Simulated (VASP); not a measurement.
```xyz
5
Lattice="5.7440 0.0000 0.0000 0.0000 5.7440 0.0000 0.0000 0.0000 5.7440" Properties=species:S:1:pos:R:3 pbc="T T T"
K      0.0000     0.0000     0.0000
Hg     2.8720     2.8720     2.8720
I      0.0000     2.8720     2.8720
I      2.8720     2.8720     0.0000
I      2.8720     0.0000     2.8720
```

Computed with PBE GGA, VASP's PBE PAW potentials (set 64) (plane waves; VASP). Numerical set-up: 300 eV cut-off, 3×3×3 Γ-centred mesh, Gaussian smearing of 0.20 eV, potentials K_sv Hg I.

At this cut-off the stress carries a Pulay error, which pulls relaxed volumes low. Unless said otherwise, spin-orbit coupling is left out, though it shifts the bands of the heavy elements here.

Task: What does the run give for the energy per atom (σ→0), pressure, band gap (on the k-mesh) with the smallest direct gap where there is one?

Result: 
```yaml
band gap (on the k-mesh): none (metal, semimetal or under 0.01 eV)
energy per atom (σ→0): -1.745 eV/atom
pressure: 4.12 GPa
```

The absolute energy has meaning only against runs of the same code, potentials and settings.

The structure was generated: KHgI3 was put into an ordered model structure, which need not be its known phase. The cell was not relaxed at this level. The k-mesh is coarse (spacing up to 0.36 per Å, 2π included), so the numbers may not be converged in it.
